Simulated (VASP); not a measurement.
Input:

```xyz
3
Lattice="1.9395 -3.3593 0.0000 1.9395 3.3593 0.0000 0.0000 0.0000 6.8785" Properties=species:S:1:pos:R:3 pbc="T T T"
Sn     0.0000     0.0000     0.0000
Se     1.9395     1.1198     1.5940
Se     1.9395    -1.1198     5.2845
```

The numbers are results of HSE06 screened hybrid, VASP's PBE PAW potentials (set 64) (plane waves; VASP), not measurements. Settings: 520 eV cut-off, 6×6×4 Γ-centred mesh, Gaussian smearing of 0.050 eV, potentials Sn_d Se.

Without a dispersion term in the relaxation, distances and binding between the weakly bound layers, chains or molecules are unreliable, and so is what depends on them.

Which forces act on the atoms, in eV/Å?

| atom | Fx | Fy | Fz |
|---|---|---|---|
| Sn1 | 0.000 | 0.000 | 0.000 |
| Se2 | 0.000 | 0.000 | -0.505 |
| Se3 | 0.000 | 0.000 | 0.505 |

Give the stress tensor in GPa (positive for a compressed cell).

```
-2.70   0.00   0.00
 0.00  -2.70   0.00
 0.00   0.00  -2.86
```
The pressure is its mean diagonal, -2.75 GPa.

The compound is SnSe2 in the 1T layered structure. It was relaxed first, which changed the volume by +16 %. The cell's shape comes from a PBE relaxation.
